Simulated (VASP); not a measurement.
# CGeClH3 in VASP: a series of runs

Aim: see how the results for CGeClH3 move with the level of theory and the settings. Levels: PBE, PBE+TS, RPBE+D3(BJ). Tasks: single point, relaxation of the atoms, atomic charges, electron localisation function.

All numbers are computed with VASP 6.6.1; they aren't measurements. Logs are shortened: lines on timing, memory, paths and dates and some standing lists are left out, and cuts for length are marked.

**1. The structure**

The cell holds a molecule in a box, 6 atoms: a = 12.000 Å, b = 13.000 Å, c = 11.000 Å, α = 90.00°, β = 90.00°, γ = 90.00°.

**2. Single point, PBE (atoms moved at random, drawn with an rms of 0.05 Å)**

The input, INCAR:

```
ALGO = Normal
EDIFF = 1E-7
ENCUT = 520
GGA = PE
ISIF = 2
ISMEAR = 0
LASPH = T
LCHARG = F
LREAL = F
LWAVE = F
NELM = 100
PREC = Accurate
SIGMA = 0.01
```

The input, KPOINTS:

```
k-points
0
Gamma
  1 1 1
```

The input, POSCAR:

```
GeH3CCl
1.0
   12.0000000000      0.0000000000      0.0000000000
    0.0000000000     13.0000000000      0.0000000000
    0.0000000000      0.0000000000     11.0000000000
C Ge Cl H
1 1 1 3
Direct
    0.4568770000      0.5638410000      0.5005730000
    0.6069990000      0.5301810000      0.5731080000
    0.5807250000      0.3650370000      0.5860010000
    0.4501600000      0.6405090000      0.4824340000
    0.3971600000      0.5356910000      0.5612200000
    0.4512210000      0.5165910000      0.4187320000
```

Potentials or basis: VASP PAW PBE potentials, release 64 (C, Ge_d, Cl, H).

Run with:

```sh
> cat potpaw_PBE.64/C/POTCAR potpaw_PBE.64/Ge_d/POTCAR potpaw_PBE.64/Cl/POTCAR potpaw_PBE.64/H/POTCAR > POTCAR
> mpirun -np 1 vasp_gam > vasp.out
```

OUTCAR:

```text
EDIFF = 1E-7
   ENCUT = 520
   GGA = PE
   ISIF = 2
   ISMEAR = 0
   LASPH = T
   LREAL = F
   NELM = 100
   PREC = Accurate

 ion  position               nearest neighbor table
   1  0.457  0.564  0.501-   4 1.02   5 1.05   6 1.09   2 2.02
   2  0.607  0.530  0.573-   1 2.02   3 2.17
   3  0.581  0.365  0.586-   2 2.17
   4  0.450  0.641  0.482-   1 1.02
   5  0.397  0.536  0.561-   1 1.05
   6  0.451  0.517  0.419-   1 1.09

  LATTYP: Found a simple orthorhombic cell.
 ALAT       =    11.0000000000
 B/A-ratio  =     1.0909090909
 C/A-ratio  =     1.1818181818

  Lattice vectors:

 A1 = (   0.0000000000,   0.0000000000,  11.0000000000)
 A2 = (  12.0000000000,   0.0000000000,   0.0000000000)
 A3 = (   0.0000000000,  13.0000000000,   0.0000000000)

Analysis of symmetry for initial positions (statically):
=====================================================================
 Subroutine PRICEL returns:
 Original cell was already a primitive cell.

 Routine SETGRP: Setting up the symmetry group for a
 simple orthorhombic supercell.

 Subroutine GETGRP returns: Found  1 space group operations
 (whereof  1 operations were pure point group operations)
 out of a pool of  8 trial point group operations.

The static configuration has the point symmetry C_1 .

Analysis of symmetry for dynamics (positions and initial velocities):
=====================================================================
 Subroutine PRICEL returns:
 Original cell was already a primitive cell.

 Routine SETGRP: Setting up the symmetry group for a
 simple orthorhombic supercell.

 Subroutine GETGRP returns: Found  1 space group operations
 (whereof  1 operations were pure point group operations)
 out of a pool of  8 trial point group operations.

The dynamic configuration has the point symmetry C_1 .

 Subroutine INISYM returns: Found  1 space group operations
 (whereof  1 operations are pure point group operations),
 and found     1 'primitive' translations

----------------------------------------------------------------------------------------

                                     Primitive cell

[... 72 lines left out ...]
   ENCUT  =  520.0 eV  38.22 Ry    6.18 a.u.  22.31 24.17 20.45*2*pi/ulx,y,z
   NELM   =    100;   NELMIN=  2; NELMDL= -5     # of ELM steps
   EDIFF  = 0.1E-06   stopping-criterion for ELM
   LREAL  =      F    real-space projection
   EDIFFG = 0.1E-05   stopping-criterion for IOM
   NSW    =      0    number of steps for IOM
   IBRION =     -1    ionic relax: 0-MD 1-quasi-New 2-CG
   NFREE  =      0    steps in history (QN), initial steepest desc. (CG)
   ISIF   =      2    stress and relaxation
   ISYM   =      2    0-nonsym 1-usesym 2-fastsym
   POTIM  = 0.5000    time-step for ionic-motion
   TEBEG  =    0.0;   TEEND  =   0.0 temperature during run
   PSTRESS=    0.0 pullay stress
   NELECT =      28.0000    total number of electrons
   NUPDOWN=      -1.0000    fix difference up-down
   EMIN   =  10.00;   EMAX   =-10.00  energy-range for DOS
   EFERMI =   0.00;   METHOD = LEGACY
   ISMEAR =     0;   SIGMA  =   0.01  broadening in eV -4-tet -1-fermi 0-gaus
   EFERMI_NEDOS =   21; number of points for ismear=-14 and -15
   IALGO  =     38    algorithm
   IMIX   =      4    mixing-type and parameters
     AMIX     =   0.40;   BMIX     =  1.00
     AMIX_MAG =   1.60;   BMIX_MAG =  1.00
  volume/ion in A,a.u.               =     286.00      1930.02
  Fermi-wavevector in a.u.,A,eV,Ry     =   0.415230  0.784670  2.345858  0.172416
  Thomas-Fermi vector in A             =   1.374036
   LORBIT       =      0    0 simple, 1 ext, 2 COOP (PROOUT), +10 PAW based schemes
   GGA     = PE    functional components
   LHFCALC =     F    Hartree Fock is set to
   AEXX    =    0.0000 exact exchange contribution
   IVDW    =     0    specifies the selected vdW correction
   LEPSILON=     F    determine dielectric tensor
   LRPA    =     F    only Hartree local field effects (RPA)
 non-spin polarized calculation
 Gauss-broadening in eV      SIGMA  =   0.01
  energy-cutoff  :      520.00
  volume of cell :     1716.00
 maximum number of plane-waves:     23131
 NGX is ok and might be reduce to    90
   NGX = 45   NGY = 49   NGZ = 41

 number of electron      27.9999997 magnetization

 Free energy of the ion-electron system (eV)
  ---------------------------------------------------
  ext. energy  EPLUGINS =         0.00000000
  ---------------------------------------------------
  free energy    TOTEN  =       -26.26245589 eV

  energy without entropy =      -26.26245589  energy(sigma->0) =      -26.26245589

 E-fermi :  -5.3471     XC(G=0):  -0.8690

 val. band max:       -5.4288238000   @ k =   0.0000   0.0000   0.0000
 cond. band min:      -3.1328879864   @ k =   0.0000   0.0000   0.0000
 fundamental gap:      2.2959358137
 Fermi energy:        -5.3471337683

 k-point     1 :       0.0000    0.0000    0.0000
  band No.  band energies     occupation
      1     -29.0834      2.00000
      2     -29.0317      2.00000
      3     -28.8819      2.00000
      4     -28.7799      2.00000
      5     -28.7346      2.00000
      6     -19.9032      2.00000
[... 10 lines left out ...]
     17      -0.3222      0.00000
     18       0.2599      0.00000

------------------------ aborting loop because EDIFF is reached ----------------------------------------

  FORCE on cell =-STRESS in cart. coord.  units (eV):
  Direction    XX          YY          ZZ          XY          YZ          ZX
  --------------------------------------------------------------------------------------
  -------------------------------------------------------------------------------------
  Total        1.0187736      4.2835583      1.1926108      0.3806798     -0.9546853     -0.8621884
  in kB        0.9511982      3.9994289      1.1135047      0.3554292     -0.8913608     -0.8049992
  external PRESSURE =       2.0213772 kB  Pullay stress =       0.0000000 kB

 VOLUME and BASIS-vectors are now :
 -----------------------------------------------------------------------------
  energy-cutoff  :      520.00
  volume of cell :     1716.00
      direct lattice vectors                 reciprocal lattice vectors
    12.000000000  0.000000000  0.000000000     0.083333333  0.000000000  0.000000000
     0.000000000 13.000000000  0.000000000     0.000000000  0.076923077  0.000000000
     0.000000000  0.000000000 11.000000000     0.000000000  0.000000000  0.090909091

 POSITION                                       TOTAL-FORCE (eV/Angst)
 -----------------------------------------------------------------------------------
      5.48252      7.32993      5.50630         1.969980     -2.450254     -0.314752
      7.28399      6.89235      6.30419         0.065678      0.633195     -0.062501
      6.96870      4.74548      6.44601        -0.082708     -0.594176      0.052220
      5.40192      8.32662      5.30677        -0.394368      2.925200     -0.594810
      4.76592      6.96398      6.17342        -1.479595     -0.497445      1.255769
      5.41465      6.71568      4.60605        -0.078986     -0.016521     -0.335926
 -----------------------------------------------------------------------------------
    total drift:                                0.001792     -0.001169     -0.001174

  FREE ENERGIE OF THE ION-ELECTRON SYSTEM (eV)
  ---------------------------------------------------
  free  energy   TOTEN  =       -26.2624558944 eV

  energy  without entropy=      -26.2624558944  energy(sigma->0) =      -26.26245589
```

stdout:

```text
POSCAR found type information on POSCAR C GeClH
 POSCAR found :  4 types and       6 ions
 scaLAPACK will be used
 LDA part: xc-table for (Slater+PW92), standard interpolation
 POSCAR, INCAR and KPOINTS ok, starting setup
 FFT: planning ... GRIDC
 FFT: planning ... GRID_SOFT
 FFT: planning ... GRID
 WAVECAR not read
 entering main loop
```

Wall time 2.2 min (1 thread of Intel Xeon Platinum 8488C (Sapphire Rapids), shared host); peak memory 1.3 GiB.

Results:

* Free energy: -26.2625 eV
* Largest force: 3.160 eV/Å
* Gap between the frontier levels: 2.30 eV

Forces in eV/Å, atoms in the order of the input:
```
C    1.970 -2.450 -0.315
Ge   0.066  0.633 -0.063
Cl  -0.083 -0.594  0.052
H   -0.394  2.925 -0.595
H   -1.480 -0.497  1.256
H   -0.079 -0.017 -0.336
```

**3. Relaxation of the atoms, PBE (atoms moved at random, drawn with an rms of 0.02 Å)**

The input, INCAR:

```
SYSTEM = GeH3CCl
PREC = Accurate
ENCUT = 520
EDIFF = 1E-7
ISMEAR = 0
SIGMA = 0.01
LREAL = .False.
LASPH = .True.
NELM = 80
ALGO = Normal
ISIF = 2
LWAVE = .False.
LCHARG = .False.
GGA = PE
IBRION = 2
NSW = 40
EDIFFG = -0.005
```

The input, KPOINTS:

```
regular mesh
0
Gamma
  1 1 1
  0 0 0
```

The input, POSCAR:

```
GeH3CCl
1.0
   12.0000000000      0.0000000000      0.0000000000
    0.0000000000     13.0000000000      0.0000000000
    0.0000000000      0.0000000000     11.0000000000
C Ge Cl H
1 1 1 3
Direct
    0.4594210000      0.5592690000      0.4995060000
    0.6093610000      0.5290320000      0.5742540000
    0.5831010000      0.3630470000      0.5904870000
    0.4520370000      0.6407100000      0.4780700000
    0.3967310000      0.5360210000      0.5598070000
    0.4524640000      0.5147810000      0.4137000000
```

Potentials or basis: VASP PAW PBE potentials, release 64 (C, Ge_d, Cl, H).

Run with:

```sh
> cat potpaw_PBE.64/C/POTCAR potpaw_PBE.64/Ge_d/POTCAR potpaw_PBE.64/Cl/POTCAR potpaw_PBE.64/H/POTCAR > POTCAR
> mpirun -np 1 vasp_gam > vasp.out
```

OUTCAR:

```text
SYSTEM = GeH3CCl
   PREC = Accurate
   ENCUT = 520
   EDIFF = 1E-7
   ISMEAR = 0
   LREAL = .False.
   LASPH = .True.
   NELM = 80
   ISIF = 2
   GGA = PE
   IBRION = 2
   NSW = 40
   EDIFFG = -0.005

 ion  position               nearest neighbor table
   1  0.459  0.559  0.500-   5 1.05   4 1.09   6 1.11   2 2.02
   2  0.609  0.529  0.574-   1 2.02   3 2.19
   3  0.583  0.363  0.590-   2 2.19
   4  0.452  0.641  0.478-   1 1.09
   5  0.397  0.536  0.560-   1 1.05
   6  0.452  0.515  0.414-   1 1.11

  LATTYP: Found a simple orthorhombic cell.
 ALAT       =    11.0000000000
 B/A-ratio  =     1.0909090909
 C/A-ratio  =     1.1818181818

  Lattice vectors:

 A1 = (   0.0000000000,   0.0000000000,  11.0000000000)
 A2 = (  12.0000000000,   0.0000000000,   0.0000000000)
 A3 = (   0.0000000000,  13.0000000000,   0.0000000000)

Analysis of symmetry for initial positions (statically):
=====================================================================
 Subroutine PRICEL returns:
 Original cell was already a primitive cell.

 Routine SETGRP: Setting up the symmetry group for a
 simple orthorhombic supercell.

[... 156 lines left out ...]

  FORCE on cell =-STRESS in cart. coord.  units (eV):
  Direction    XX          YY          ZZ          XY          YZ          ZX
  --------------------------------------------------------------------------------------
  -------------------------------------------------------------------------------------
  Total        0.8338122      1.3423264      0.3739394      0.4438698     -0.6401967     -0.9636769
  in kB        0.7785053      1.2532896      0.3491359      0.4144278     -0.5977323     -0.8997560
  external PRESSURE =       0.7936436 kB  Pullay stress =       0.0000000 kB
[... 101 lines left out ...]
  FREE ENERGIE OF THE ION-ELECTRON SYSTEM (eV)
  ---------------------------------------------------
  free  energy   TOTEN  =       -26.4496748169 eV

  energy  without entropy=      -26.4496748169  energy(sigma->0) =      -26.44967482

[... ionic steps 4 to 27 ...]

--------------------------------------- Ionic step       28  -------------------------------------------

 number of electron      28.0000002 magnetization

------------------------ aborting loop because EDIFF is reached ----------------------------------------
[... 75 lines left out ...]
--------------------------------------- Ionic step       30  -------------------------------------------

 number of electron      28.0000002 magnetization

 Free energy of the ion-electron system (eV)
  ---------------------------------------------------
  ext. energy  EPLUGINS =         0.00000000
  ---------------------------------------------------
  free energy    TOTEN  =       -26.45665867 eV

  energy without entropy =      -26.45665867  energy(sigma->0) =      -26.45665867

 E-fermi :  -5.4966     XC(G=0):  -0.8765

 val. band max:       -5.5758319212   @ k =   0.0000   0.0000   0.0000
 cond. band min:      -3.2147074974   @ k =   0.0000   0.0000   0.0000
 fundamental gap:      2.3611244239
 Fermi energy:        -5.4965861681

 k-point     1 :       0.0000    0.0000    0.0000
  band No.  band energies     occupation
      1     -29.1642      2.00000
      2     -29.1193      2.00000
      3     -28.9679      2.00000
      4     -28.8634      2.00000
      5     -28.8206      2.00000
      6     -19.6887      2.00000
[... 10 lines left out ...]
     17      -0.3663      0.00000
[... 32 lines left out ...]
  FREE ENERGIE OF THE ION-ELECTRON SYSTEM (eV)
  ---------------------------------------------------
  free  energy   TOTEN  =       -26.4566586705 eV

  energy  without entropy=      -26.4566586705  energy(sigma->0) =      -26.45665867

 reached required accuracy - stopping structural energy minimisation
```

Wall time 28 min (1 thread of Intel Xeon Platinum 8488C (Sapphire Rapids), shared host); peak memory 1.3 GiB.

What came out:

| Item | Value |
| --- | --- |
| Free energy | -26.4567 eV |
| Energy gained by relaxing | 10.5 meV/atom |
| Ionic steps | 30 |
| Largest force after relaxing | 0.005 eV/Å |
| Gap between the frontier levels | 2.36 eV |

Forces in eV/Å, atoms in the order of the input:
```
C    0.000  0.002 -0.001
Ge   0.003  0.002  0.002
Cl  -0.002 -0.001  0.000
H    0.001 -0.002  0.001
H    0.002 -0.002 -0.004
H   -0.004  0.000  0.001
```

Step by step:
```csv
step,energy change (eV),largest force (eV/Å),pressure (GPa)
1,0.0000,2.1128,0.08
2,0.2027,3.7508,-0.04
3,-0.0557,0.3285,0.03
4,-0.0558,0.3289,0.03
5,-0.0583,0.4542,-0.01
6,-0.0604,0.1824,0.00
7,-0.0614,0.0998,0.00
8,-0.0615,0.0836,0.00
9,-0.0618,0.1161,0.00
10,-0.0618,0.0724,0.00
11,-0.0621,0.0357,0.00
12,-0.0622,0.0344,0.00
13,-0.0622,0.0311,0.00
14,-0.0623,0.0423,0.00
15,-0.0623,0.0554,0.00
16,-0.0624,0.0500,0.00
17,-0.0624,0.0320,-0.01
18,-0.0625,0.0233,-0.01
19,-0.0625,0.0213,-0.01
20,-0.0626,0.0222,-0.01
21,-0.0626,0.0447,-0.01
22,-0.0626,0.0337,-0.01
23,-0.0626,0.0299,-0.01
24,-0.0626,0.0196,-0.01
25,-0.0626,0.0259,-0.01
26,-0.0627,0.0224,-0.01
27,-0.0627,0.0265,-0.01
28,-0.0627,0.0102,-0.01
29,-0.0627,0.0123,-0.01
30,-0.0627,0.0045,-0.01
```

Final structure:
```cif
data_structure
_symmetry_space_group_name_H-M 'P 1'
_symmetry_Int_Tables_number 1
_cell_length_a 12.0000
_cell_length_b 13.0000
_cell_length_c 11.0000
_cell_angle_alpha 90.000
_cell_angle_beta 90.000
_cell_angle_gamma 90.000
_cell_volume 1716.00
loop_
_atom_site_label
_atom_site_type_symbol
_atom_site_fract_x
_atom_site_fract_y
_atom_site_fract_z
_atom_site_occupancy
C1 C 0.46101 0.55983 0.49812 1
Ge1 Ge 0.60913 0.52938 0.57372 1
Cl1 Cl 0.58490 0.36061 0.59190 1
H1 H 0.45241 0.64224 0.47802 1
H2 H 0.39400 0.53572 0.56028 1
H3 H 0.45166 0.51508 0.41379 1
```

Levels at points of the mesh, in eV from the valence-band top:
| k point | band 11 | band 12 | band 13 | band 14 | band 15 | band 16 | band 17 | band 18 |
| --- | --- | --- | --- | --- | --- | --- | --- | --- |
| (0.00, 0.00, 0.00) | -2.53 | -1.92 | -1.73 | 0.00 | 2.36 | 4.81 | 5.21 | 5.80 |

**4. Atomic charges, PBE+TS**

The input, INCAR:

```
SYSTEM = GeH3CCl
PREC     = Accurate       ! precision mode
ENCUT    = 520            ! plane-wave cutoff, eV
EDIFF    = 1E-7           ! SCF threshold, eV
ISMEAR   = 0              ! smearing method
SIGMA    = 0.01           ! smearing width, eV
LREAL    = .FALSE.        ! projectors in reciprocal space
LASPH    = .TRUE.         ! aspherical terms in the spheres
NELM     = 60             ! most SCF steps
ALGO     = Normal         ! electronic algorithm
ISIF     = 2              ! what is computed and relaxed
LWAVE    = .FALSE.        ! write WAVECAR
LCHARG   = .FALSE.        ! write CHGCAR
GGA      = PE             ! functional
IVDW     = 2              ! dispersion correction
LORBIT   = 10             ! projections on sites
```

The input, KPOINTS:

```
regular mesh
0
G
  1 1 1
  0 0 0
```

The input, POSCAR:

```
GeH3CCl
1.0
   12.0000000000      0.0000000000      0.0000000000
    0.0000000000     13.0000000000      0.0000000000
    0.0000000000      0.0000000000     11.0000000000
C Ge Cl H
1 1 1 3
Direct
    0.4606291700      0.5591038500      0.4990272700
    0.6077458300      0.5291500000      0.5732909100
    0.5822458300      0.3623115400      0.5910363600
    0.4510041700      0.6409192300      0.4791636400
    0.3944208300      0.5344346200      0.5609272700
    0.4512875000      0.5146961500      0.4151454500
```

Run with:

```sh
> cat potpaw_PBE.64/C/POTCAR potpaw_PBE.64/Ge_d/POTCAR potpaw_PBE.64/Cl/POTCAR potpaw_PBE.64/H/POTCAR > POTCAR
> mpirun -np 1 vasp_gam > vasp.out
```

It took 3 min on 1 thread of Intel Xeon Platinum 8488C (Sapphire Rapids), shared host; peak memory 1.3 GiB.

It converged, with:

```yaml
Free_energy: -26.4670 eV
Largest_force: 0.332 eV/Å
Gap_between_the_frontier_levels: 2.38 eV
Valence_electrons_inside_the_program's_atomic_spheres: C 2.61; Ge 12.25; Cl 5.11; H 0.69, 0.68
Hirshfeld_charges: C -0.23; Ge +0.31; Cl -0.19; H +0.03, +0.04 e
Dispersion_energy_per_atom: -0.003 eV
```

Forces on the atoms (eV/Å):
```
C   -0.031  0.055 -0.022
Ge   0.243  0.216  0.071
Cl  -0.003 -0.314  0.048
H   -0.018  0.214 -0.041
H   -0.163 -0.060  0.131
H   -0.028 -0.111 -0.187
```

Levels at points of the mesh, in eV from the valence-band top:
```tsv
k point	band 12	band 13	band 14	band 15	band 16	band 17
(0.00, 0.00, 0.00)	-2.00	-1.79	0.00	2.38	4.86	5.19
```

(Part 1 of 2 ends here.)
